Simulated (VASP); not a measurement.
Input:

```
CELL_PARAMETERS angstrom
     -1.42323     1.42323     1.42323
      1.42323    -1.42323     1.42323
      1.42323     1.42323    -1.42323
ATOMIC_POSITIONS crystal
  Fe 0.00000 0.00000 0.00000
```
Starting moments (μB, in the order of the record's atoms Fe): 2.1.

These are vdW-DF-cx, VASP's PBE PAW potentials (set 64) (plane waves; VASP 6.6.1) values and carry that method's errors. Numerical set-up: 520 eV cut-off, 18×18×18 Γ-centred mesh, first-order Methfessel-Paxton smearing of 0.10 eV, potentials Fe.

Problem. Give the stress tensor in GPa (positive for a compressed cell).

Solution. 
```
-11.18    0.00    0.00
  0.00  -11.18    0.00
  0.00    0.00  -11.18
```
The pressure is its mean diagonal, -11.18 GPa.

The compound is Fe in the bcc structure. This cell is one point of a volume scan, at 1.06 of the reference volume.
